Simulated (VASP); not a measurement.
Given:

```
KBr
1.0
    0.00000     3.48071     3.48071
    3.48071     0.00000     3.48071
    3.48071     3.48071     0.00000
K Br
1 1
Cartesian
  0.00000   0.00000   0.00000
  3.48071   3.48071   3.48071
```

These are revPBE GGA, VASP's PBE PAW potentials (set 64) (plane waves; VASP) values and carry that method's errors. Settings: 520 eV cut-off, 7×7×7 Γ-centred mesh, Gaussian smearing of 0.050 eV, potentials K_sv Br.

Q: Estimate the energy per atom (σ→0), band gap (on the k-mesh) with the smallest direct gap where there is one.

A: 
| Item | Value |
|---|---|
| band gap (on the k-mesh) | 4.33 eV |
| smallest direct gap (on the k-mesh) | 4.33 eV |
| energy per atom (σ→0) | -2.959 eV/atom |

Total energies compare only between runs with the same potentials, cut-off and functional.

The compound is KBr in the rock salt structure. This cell is one point of a volume scan, at 1.03 of the reference volume.
